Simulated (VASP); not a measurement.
OSZICAR of a VASP run on Au$_{2}$Ir$_{2}$ (ordered alloy cell):

**OSZICAR**
```
       N       E                     dE             d eps       ncg     rms          rms(c)
DAV:   1     0.301154048171E+03    0.30115E+03   -0.16714E+04 11952   0.133E+03
DAV:   2    -0.140168358886E+02   -0.31517E+03   -0.30377E+03 12800   0.389E+02
DAV:   3    -0.285176411990E+02   -0.14501E+02   -0.14116E+02 14792   0.816E+01
DAV:   4    -0.288463467755E+02   -0.32871E+00   -0.32805E+00 12776   0.136E+01
DAV:   5    -0.288551734448E+02   -0.88267E-02   -0.88254E-02 14912   0.202E+00    0.260E+01
DAV:   6    -0.271073061696E+02    0.17479E+01   -0.64490E+00 14136   0.224E+01    0.145E+01
DAV:   7    -0.272379284155E+02   -0.13062E+00   -0.72610E+00 16696   0.292E+01    0.704E+00
DAV:   8    -0.267908658765E+02    0.44706E+00   -0.44454E+00 18280   0.232E+01    0.330E+00
DAV:   9    -0.267659194271E+02    0.24946E-01   -0.16648E-01 12456   0.360E+00    0.650E-01
DAV:  10    -0.267621574733E+02    0.37620E-02   -0.32303E-02 15640   0.162E+00    0.146E-01
DAV:  11    -0.267623555836E+02   -0.19811E-03   -0.29135E-03 13160   0.407E-01    0.724E-02
DAV:  12    -0.267623445322E+02    0.11051E-04   -0.21047E-04 14144   0.138E-01    0.328E-02
DAV:  13    -0.267623434267E+02    0.11055E-05   -0.24405E-05 12912   0.481E-02    0.150E-02
DAV:  14    -0.267623428682E+02    0.55849E-06   -0.84265E-06 16856   0.354E-02    0.675E-03
DAV:  15    -0.267623423775E+02    0.49068E-06   -0.69732E-07 12088   0.635E-03    0.134E-03
DAV:  16    -0.267623422693E+02    0.10822E-06   -0.53001E-08  6360   0.197E-03    0.490E-04
DAV:  17    -0.267623422672E+02    0.20887E-08   -0.55305E-09  6144   0.745E-04
   1 F= -.26762342E+02 E0= -.26762342E+02  d E =0.000000E+00
```

Which electronic solver shows in the log?

It is blocked Davidson (ALGO = Normal, or the opening steps of other solvers). The INCAR had ALGO = Normal.

Can the final energy be trusted as converged?

The run converged. It stopped with EDIFF = 1E-7, NELM = 100 (PBEsol GGA, plane waves, VASP's PBE PAW potentials (set 64)).

The structure was generated: Au2Ir2 was put into an ordered model structure (R-3m), which need not be its known phase. It was relaxed first.
